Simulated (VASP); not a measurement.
Given:

```yaml
crystal:
  lattice:
    - [4.21653, 0.00000, 0.00000]
    - [0.00000, 4.21653, 0.00000]
    - [0.00000, 0.00000, 4.21653]
  atoms:
    - { symbol: Ba, position: [0.00000, 0.00000, 0.00000] }
    - { symbol: Zr, position: [0.50000, 0.50000, 0.50000] }
    - { symbol: O, position: [0.50000, 0.00000, 0.50000] }
    - { symbol: O, position: [0.00000, 0.50000, 0.50000] }
    - { symbol: O, position: [0.50000, 0.50000, 0.00000] }
```

Method: PBE GGA with D4 dispersion, VASP's PBE PAW potentials (set 64) (plane waves; VASP). Run with 520 eV cut-off, 6×6×6 Γ-centred mesh, tetrahedra with Blöchl corrections, potentials Ba_sv Zr_sv O.

The cores are frozen, which limits the accuracy of field gradients.

### Question
Give the principal components of the electric field gradient (V/Å²) and the asymmetry η at each nucleus.

### Answer

```tsv
atom	Vxx	Vyy	Vzz	η
Ba1	0.0	0.0	0.0	-
Zr2	0.0	0.0	0.0	-
O3	6.3	6.3	-12.6	0.00
O4	6.3	6.3	-12.6	0.00
O5	6.3	6.3	-12.6	0.00
```

The compound is BaZrO3 in the cubic perovskite structure. It was relaxed first.
